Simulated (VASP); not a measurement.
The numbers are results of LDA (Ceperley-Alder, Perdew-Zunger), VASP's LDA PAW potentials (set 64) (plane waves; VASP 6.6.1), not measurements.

Gaps are without spin-orbit coupling.

The volume per atom comes out as 14.22 Å³/atom and the band gap (over mesh and band path) is 5.80 eV. The smallest direct gap (over mesh and band path) comes out as 6.00 eV.

Which relaxed crystal gives these values?
(A) CdTe, F-43m (216)
(B) AgI, F-43m (216)
(C) AlClO, Pmmn (59)
(D) SiC, P6_3mc (186)

C, AlClO, Pmmn (59)
